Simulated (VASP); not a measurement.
# Sn2Ir: interstitial Li from one void to a neighbouring one, part 4 of 4

Aim: the barrier for one hop in Sn2Ir: interstitial Li from one void to a neighbouring one. The start is a cell from a database of measured crystal structures.

VASP 6.6.1, plane waves and PAW; the level of theory is named at each step.

So far. Step 3 (Relax the start): The run ended after 7 ionic steps, 0.392 eV below its first step, once the forces on the free atoms met EDIFFG = -0.05. Step 4 (Relax the end): The run ended after 7 ionic steps, 0.291 eV below its first step, once the forces on the free atoms met EDIFFG = -0.05.

## (5) Nudged elastic band

Level of this step: PBEsol; plane waves and PAW (Ir, Sn, Li) (VASP).

Images on a straight line between the ends relax across the path, while springs keep them spaced along it.

Input file INCAR:

```
SYSTEM = LiSn16Ir8
PREC = Normal
ENCUT = 280
EDIFF = 1E-05
NELM = 120
ISMEAR = 1
SIGMA = 0.15
LREAL = Auto
ALGO = Fast
GGA = PS
LWAVE = .FALSE.
LCHARG = .FALSE.
IMAGES = 3
SPRING = -5
IBRION = 1
POTIM = 0.3
NSW = 60
EDIFFG = -0.05
ISYM = 0
ISIF = 0
```

Input file POSCAR:

```
LiSn16Ir8
1.0
    0.0000000000      6.3468368396      6.3468368396
    6.3468368396      0.0000000000      6.3468368396
    6.3468368396      6.3468368396      0.0000000000
Ir Sn Li
8 16 1
Direct
    0.9996203991      0.0006410031      0.0003688195
    0.0024279161      0.0022175179      0.4975583553
    0.0028365161      0.4974361326      0.0016661489
    0.0024779817      0.4976325320      0.4965452532
    0.4975792610      0.0016920568      0.0033335442
    0.4970156650      0.0020681622      0.4983794389
    0.4972732958      0.4973528725      0.0020753340
    0.5005963366      0.4990438613      0.4998415794
    0.3778918671      0.3773165345      0.3774795767
    0.3782251380      0.3770312248      0.8663318453
    0.3775319150      0.8659281951      0.3788116512
    0.3773449639      0.8743314096      0.8748272743
    0.8671858531      0.3777964690      0.3772706038
    0.8738608275      0.3777436352      0.8739388719
    0.8739421987      0.8741692837      0.3774820792
    0.8743311507      0.8736600468      0.8739821244
    0.1221776733      0.1223703552      0.1224892484
    0.1217596061      0.1222132308      0.6336256199
    0.1223111803      0.6337825780      0.1212005306
    0.1228822593      0.6251099336      0.6250773830
    0.6332820839      0.1215988450      0.1224030850
    0.6260922415      0.1222684578      0.6256732756
    0.6258702933      0.6250286170      0.1228492156
    0.6258491329      0.6256545891      0.6258220434
    0.2507995716      0.2497501284      0.2492849357
```

Input file KPOINTS:

```
Automatic mesh
0
Gamma
3 3 3
0 0 0
```

Input file 00/POSCAR:

```
LiSn16Ir8
1.0
    0.0000000000      6.3468368396      6.3468368396
    6.3468368396      0.0000000000      6.3468368396
    6.3468368396      6.3468368396      0.0000000000
Ir Sn Li
8 16 1
Direct
    0.9996203991      0.0006410031      0.0003688195
    0.0024279161      0.0022175179      0.4975583553
    0.0028365161      0.4974361326      0.0016661489
    0.0024779817      0.4976325320      0.4965452532
    0.4975792610      0.0016920568      0.0033335442
    0.4970156650      0.0020681622      0.4983794389
    0.4972732958      0.4973528725      0.0020753340
    0.5005963366      0.4990438613      0.4998415794
    0.3778918671      0.3773165345      0.3774795767
    0.3782251380      0.3770312248      0.8663318453
    0.3775319150      0.8659281951      0.3788116512
    0.3773449639      0.8743314096      0.8748272743
    0.8671858531      0.3777964690      0.3772706038
    0.8738608275      0.3777436352      0.8739388719
    0.8739421987      0.8741692837      0.3774820792
    0.8743311507      0.8736600468      0.8739821244
    0.1221776733      0.1223703552      0.1224892484
    0.1217596061      0.1222132308      0.6336256199
    0.1223111803      0.6337825780      0.1212005306
    0.1228822593      0.6251099336      0.6250773830
    0.6332820839      0.1215988450      0.1224030850
    0.6260922415      0.1222684578      0.6256732756
    0.6258702933      0.6250286170      0.1228492156
    0.6258491329      0.6256545891      0.6258220434
    0.2507995716      0.2497501284      0.2492849357
```

Input file 01/POSCAR:

```
LiSn16Ir8
1.0
    0.0000000000      6.3468368396      6.3468368396
    6.3468368396      0.0000000000      6.3468368396
    6.3468368396      6.3468368396      0.0000000000
Ir Sn Li
8 16 1
Direct
    0.9998923277      0.0009618952     -0.0000308150
    0.0014829285      0.0016863096      0.4984100294
    0.0024430745      0.4974650176      0.0006774093
    0.0022622701      0.4976023307      0.4982483986
    0.4971475442      0.0018811800      0.0021543585
    0.4967553770      0.0021013490      0.4997461518
    0.4976659024      0.4978275349      0.0019028417
    0.4995812372      0.4986640980      0.5007104828
    0.3774150792      0.3774119945      0.3751081346
    0.3779410985      0.3772039354      0.8692818036
    0.3771848509      0.8678060829      0.3780487389
    0.3770449353      0.8722820930      0.8760121108
    0.8687013627      0.3777933925      0.3767244814
    0.8717329877      0.3774952959      0.8752223726
    0.8737952172      0.8741469394      0.3768292936
    0.8737640337      0.8738250509      0.8750041665
    0.1218417544      0.1224224220      0.1254985547
    0.1215518988      0.1220886892      0.6311234889
    0.1220288160      0.6317460751      0.1224283097
    0.1223546258      0.6271605466      0.6245995124
    0.6309708123      0.1216450758      0.1236807382
    0.6275257814      0.1223236608      0.6248939885
    0.6255328084      0.6251081663      0.1238796112
    0.6256361701      0.6256947776      0.6253424993
    0.2500766762      0.2496524786      0.1250330106
```

Input file 02/POSCAR:

```
LiSn16Ir8
1.0
    0.0000000000      6.3468368396      6.3468368396
    6.3468368396      0.0000000000      6.3468368396
    6.3468368396      6.3468368396      0.0000000000
Ir Sn Li
8 16 1
Direct
    1.0001642562      0.0012827873     -0.0004304494
    0.0005379408      0.0011551012      0.4992617034
    0.0020496329      0.4974939026     -0.0003113303
    0.0020465585      0.4975721294      0.4999515440
    0.4967158273      0.0020703032      0.0009751729
    0.4964950890      0.0021345358      0.5011128647
    0.4980585090      0.4983021973      0.0017303494
    0.4985661377      0.4982843346      0.5015793863
    0.3769382914      0.3775074545      0.3727366925
    0.3776570590      0.3773766460      0.8722317618
    0.3768377868      0.8696839706      0.3772858266
    0.3767449066      0.8702327765      0.8771969472
    0.8702168723      0.3777903160      0.3761783590
    0.8696051478      0.3772469565      0.8765058734
    0.8736482356      0.8741245950      0.3761765080
    0.8731969168      0.8739900550      0.8760262086
    0.1215058354      0.1224744888      0.1285078610
    0.1213441915      0.1219641476      0.6286213580
    0.1217464516      0.6297095722      0.1236560888
    0.1218269924      0.6292111595      0.6241216417
    0.6286595408      0.1216913067      0.1249583914
    0.6289593212      0.1223788637      0.6241147014
    0.6251953235      0.6251877157      0.1249100069
    0.6254232074      0.6257349661      0.6248629552
    0.2493537807      0.2495548289      0.0007810854
```

Input file 03/POSCAR:

```
LiSn16Ir8
1.0
    0.0000000000      6.3468368396      6.3468368396
    6.3468368396      0.0000000000      6.3468368396
    6.3468368396      6.3468368396      0.0000000000
Ir Sn Li
8 16 1
Direct
    1.0004361848      0.0016036794     -0.0008300839
   -0.0004070468      0.0006238929      0.5001133775
    0.0016561914      0.4975227876     -0.0013000698
    0.0018308469      0.4975419281      0.5016546893
    0.4962841104      0.0022594264     -0.0002040128
    0.4962348011      0.0021677226      0.5024795776
    0.4984511157      0.4987768597      0.0015578572
    0.4975510382      0.4979045712      0.5024482898
    0.3764615036      0.3776029145      0.3703652504
    0.3773730196      0.3775493566      0.8751817201
    0.3764907228      0.8715618584      0.3765229142
    0.3764448780      0.8681834600      0.8783817836
    0.8717323819      0.3777872395      0.3756322366
    0.8674773080      0.3769986172      0.8777893741
    0.8735012541      0.8741022506      0.3755237223
    0.8726297998      0.8741550591      0.8770482506
    0.1211699165      0.1225265555      0.1315171672
    0.1211364842      0.1218396059      0.6261192270
    0.1214640872      0.6276730694      0.1248838680
    0.1212993589      0.6312617724      0.6236437710
    0.6263482692      0.1217375376      0.1262360447
    0.6303928611      0.1224340666      0.6233354144
    0.6248578385      0.6252672650      0.1259404026
    0.6252102447      0.6257751546      0.6243834110
    0.2486308852      0.2494571792     -0.1234708397
```

Input file 04/POSCAR:

```
LiSn16Ir8
1.0
    0.0000000000      6.3468368396      6.3468368396
    6.3468368396      0.0000000000      6.3468368396
    6.3468368396      6.3468368396      0.0000000000
Ir Sn Li
8 16 1
Direct
    1.0007081134      0.0019245715     -0.0012297184
   -0.0013520344      0.0000926845      0.5009650515
    0.0012627498      0.4975516726     -0.0022888094
    0.0016151353      0.4975117268      0.5033578347
    0.4958523936      0.0024485496     -0.0013831985
    0.4959745131      0.0022009094      0.5038462905
    0.4988437223      0.4992515221      0.0013853649
    0.4965359388      0.4975248079      0.5033171932
    0.3759847157      0.3776983745      0.3679938083
    0.3770889801      0.3777220672      0.8781316784
    0.3761436587      0.8734397462      0.3757600019
    0.3761448494      0.8661341434      0.8795666201
    0.8732478915      0.3777841630      0.3750861142
    0.8653494682      0.3767502779      0.8790728748
    0.8733542726      0.8740799063      0.3748709367
    0.8720626828      0.8743200632      0.8780702927
    0.1208339976      0.1225786223      0.1345264735
    0.1209287769      0.1217150643      0.6236170960
    0.1211817229      0.6256365665      0.1261116471
    0.1207717254      0.6333123854      0.6231659004
    0.6240369976      0.1217837684      0.1275136979
    0.6318264010      0.1224892696      0.6225561273
    0.6245203536      0.6253468143      0.1269707982
    0.6249972819      0.6258153431      0.6239038669
    0.2479079898      0.2493595294     -0.2477227648
```

Potentials, in the order of the species: Ir, Sn and Li (PBE family, release 64).

Launch:

```
$ mpirun -np 3 vasp_std
```

The program printed:

```text
[banner, memory and clock lines left out]
running    3 mpi-ranks, on    1 nodes
 each image running on    1 cores
[...]
01/POSCAR found :  3 types and      25 ions
 [... a notice as in an earlier step ...]

 LDA part: xc-table for (Slater+PW92), standard interpolation
[...]
00/POSCAR found :  3 types and      25 ions
[...]
04/POSCAR found :  3 types and      25 ions
 POSCAR, INCAR and KPOINTS ok, starting setup
[...]
entering main loop
       N       E                     dE             d eps       ncg     rms          rms(c)
DAV:   1     0.599076718292E+03    0.59908E+03   -0.37149E+04  2296   0.863E+02
DAV:   2    -0.939695482901E+02   -0.69305E+03   -0.65620E+03  2572   0.295E+02
DAV:   3    -0.156495922475E+03   -0.62526E+02   -0.60105E+02  2936   0.746E+01
DAV:   4    -0.159024509356E+03   -0.25286E+01   -0.24956E+01  3096   0.160E+01
[...]
RMM:  13    -0.154023453038E+03   -0.14445E-03   -0.78709E-04  2797   0.842E-02    0.338E-02
RMM:  14    -0.154023472054E+03   -0.19016E-04   -0.17543E-04  2549   0.384E-02    0.148E-02
RMM:  15    -0.154023478856E+03   -0.68016E-05   -0.43724E-05  1650   0.203E-02
   1 F= -.15402348E+03 E0= -.15401709E+03  d E =-.154023E+03
[... from here on, the cycles between the ionic steps are left out ...]
   2 F= -.15497132E+03 E0= -.15496494E+03  d E =-.947842E+00
   6 F= -.15540709E+03 E0= -.15540498E+03  d E =-.437481E-02
  11 F= -.15550220E+03 E0= -.15550023E+03  d E =-.303856E-01
  16 F= -.15559401E+03 E0= -.15559100E+03  d E =-.159499E-01
  21 F= -.15562589E+03 E0= -.15562279E+03  d E =-.371144E-02
  26 F= -.15567421E+03 E0= -.15567105E+03  d E =-.884666E-02
  31 F= -.15576233E+03 E0= -.15575896E+03  d E =-.210691E-01
  36 F= -.15585464E+03 E0= -.15585105E+03  d E =-.375168E-01
  41 F= -.15597930E+03 E0= -.15597532E+03  d E =-.238571E-01
  46 F= -.15604750E+03 E0= -.15604330E+03  d E =-.101147E-01
  51 F= -.15604958E+03 E0= -.15604538E+03  d E =0.508633E-02
  56 F= -.15605895E+03 E0= -.15605472E+03  d E =-.813412E-03
  59 F= -.15605807E+03 E0= -.15605385E+03  d E =0.164373E-02
  60 F= -.15605841E+03 E0= -.15605419E+03  d E =-.340056E-03
 BRION: g(F)=  0.656E-02 g(S)=  0.000E+00 retain N=  7 mean eig= 3.15
 eig:   7.912  7.912  1.846  2.271  0.656  0.656  0.817
```

The job ended after 78 min (3 MPI ranks of Intel Xeon Platinum 8488C (Sapphire Rapids), shared host; peak memory 1 GiB).

From OUTCAR (step 5):

```text
  tangential force (eV/A)        -1.601662
  left and right image   2.227008  2.242428 A

  tangential force (eV/A)        -1.607559
  left and right image   2.225481  2.240378 A

 k-point     1 :       0.0000    0.0000    0.0000
  band No.  band energies     occupation
    ...
     66       6.5596      2.07088
     67       6.5839      2.05940
     68       6.6282      1.95605
     69       6.6330      1.93645
     70       6.6778      1.65297
     71       7.7662     -0.00000
     72       7.8534     -0.00000
     73       7.8838     -0.00000
     74       7.9682     -0.00000
     75       7.9847     -0.00000
    ...

 POSITION                                       TOTAL-FORCE (eV/Angst)
 -----------------------------------------------------------------------------------
      6.05338     12.38339      6.19545        -0.002275     -0.007846      0.097300
      2.93311      2.91337     -0.04505        -0.094204     -0.091961      0.114353
      2.86395     -0.22286      3.14931        -0.071745     -0.004888      0.007827
      6.07824      2.96414      3.15050        -0.028014     -0.107884      0.002273
     -0.21179      2.84633      3.15405         0.017859     -0.081918     -0.003185
      2.98154      6.05480      3.15334        -0.093457     -0.024763     -0.002997
      2.93537      2.91450      6.34941        -0.093058     -0.094903     -0.110889
      6.05864      6.03553      6.45417        -0.009855     -0.000958     -0.098061
      4.52795      4.50507      4.78512        -0.019465     -0.015945     -0.020694
      7.59414      7.57356      4.97750        -0.074940     -0.057557     -0.385911
      7.69224      4.48527      7.91630        -0.086313      0.037201     -0.043365
     10.87380      7.65195      7.90132        -0.098546     -0.013785      0.000055
      4.51273      7.67679      7.91385         0.010500     -0.092776     -0.034703
      7.67089     10.84961      7.89935        -0.018333     -0.086219     -0.000286
[...]
-----------------------------------------------------------------------------------
    total drift:                               -0.001048     -0.052217     -0.004078

  FREE ENERGIE OF THE ION-ELECTRON SYSTEM (eV)
  ---------------------------------------------------
  free  energy   TOTEN  =      -156.0584103994 eV

  energy  without entropy=     -156.0457520161  energy(sigma->0) =     -156.05419094

  tangential force (eV/A)        -1.605574
  left and right image   2.223657  2.238973 A

[... 5 parts as in an earlier step ...]

[... 10 further parts left out ...]
[key lines of the parts left out:]
E-fermi :   6.7417
```

The band used up its steps before its forces met the threshold, so no barrier is taken from it.

## (6) Outcome

```yaml
result: none
```

**Reading.** The session ends without its result: «nudged elastic band» used up its steps.

[Lines on the potential files, build, host, timing and source positions are cut from VASP's logs without a mark.]

[Logs are printed without paths, hosts, clocks, repeated set-up lines and the standing remarks that a program may print on its own settings, such as how far it seeks lower states.]

[Hosts, paths, dates, database ids (printed as entryN), source tags and the programs' standing remarks are cut or masked in the printed files.]

[Runs that stopped without an error message from VASP are left out.]
